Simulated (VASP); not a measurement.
Crystal: MgZr2O3.

```
Mg Zr O
1.0
     2.67438   -4.59011   -0.03143
     2.79587    4.66025    0.01271
    -1.82157    0.00292    5.56706
Mg Zr O
2 4 6
Direct
  0.87959 0.23367 0.01796
  0.16758 0.83936 0.01968
  0.99420 0.01424 0.52574
  0.33683 0.67609 0.48710
  0.66836 0.32690 0.50899
  0.50896 0.50877 0.03234
  0.05576 0.42656 0.79051
  0.59279 0.93287 0.18175
  0.46564 0.10583 0.80839
  0.91751 0.56988 0.20403
  0.75052 0.77119 0.80809
  0.19845 0.17516 0.16141
```

The cell was built by a generator and needn't be a form met in nature.

* Program: VASP 6.6.1
* Task: relaxation of cell and atoms
* Functional: PBE
* Potentials or basis: VASP PAW PBE potentials, release 64 (Mg, Zr_sv, O)
* Cutoff: 520 eV
* k mesh: 5 × 5 × 4
* Occupations: gaussian, width 0.15 eV
* Spin: no spin polarisation

At the start: pressure 2.4 GPa; volume 11.72 Å³/atom.

Question: Where does the relaxation end?

Answer: Over 17 steps the energy falls by 180.5 meV/atom and the volume is 11.38 Å³/atom (-2.9 %); space group C2/m (No. 12, to 0.05 Å).

Step by step:
| step | energy change (eV) | largest force (eV/Å) | pressure (GPa) | volume (Å³) |
| --- | --- | --- | --- | --- |
| 1 | 0.0000 | 3.8576 | 2.44 | 140.67 |
| 2 | -1.5776 | 1.0081 | -6.56 | 144.30 |
| 3 | -1.6185 | 0.8879 | -7.85 | 145.23 |
| 4 | -1.9188 | 1.0208 | 5.58 | 133.60 |
| 5 | -1.9613 | 1.0003 | 1.64 | 136.44 |
| 6 | -2.1176 | 0.3921 | 0.69 | 136.51 |
| 7 | -2.1338 | 0.3281 | 0.49 | 136.53 |
| 8 | -2.1557 | 0.1270 | -0.64 | 137.29 |
| 9 | -2.1563 | 0.1053 | -0.88 | 137.45 |
| 10 | -2.1605 | 0.0983 | 0.64 | 136.27 |
| 11 | -2.1609 | 0.0999 | 0.31 | 136.54 |
| 12 | -2.1634 | 0.0779 | 0.11 | 136.64 |
| 13 | -2.1639 | 0.0764 | 0.01 | 136.70 |
| 14 | -2.1648 | 0.0496 | -0.04 | 136.74 |
| 15 | -2.1653 | 0.0519 | -0.13 | 136.80 |
| 16 | -2.1659 | 0.0323 | 0.13 | 136.59 |
| 17 | -2.1659 | 0.0250 | 0.16 | 136.53 |

Final structure:
```yaml
crystal:
  lattice:
    - [2.67990, -4.64453, -0.00086]
    - [2.67839, 4.64508, -0.00071]
    - [-1.76799, 0.00043, 5.48639]
  atoms:
    - { symbol: Mg, position: [0.83595, 0.17299, 0.00271] }
    - { symbol: Mg, position: [0.16921, 0.83993, 0.00320] }
    - { symbol: Zr, position: [0.00304, 0.00651, 0.50358] }
    - { symbol: Zr, position: [0.33776, 0.67158, 0.50358] }
    - { symbol: Zr, position: [0.66822, 0.34155, 0.50355] }
    - { symbol: Zr, position: [0.50377, 0.50761, 0.00645] }
    - { symbol: O, position: [0.08317, 0.43789, 0.79328] }
    - { symbol: O, position: [0.57209, 0.92865, 0.21398] }
    - { symbol: O, position: [0.43357, 0.08636, 0.79336] }
    - { symbol: O, position: [0.92485, 0.57559, 0.21418] }
    - { symbol: O, position: [0.78575, 0.78916, 0.79780] }
    - { symbol: O, position: [0.21882, 0.22270, 0.21031] }
```
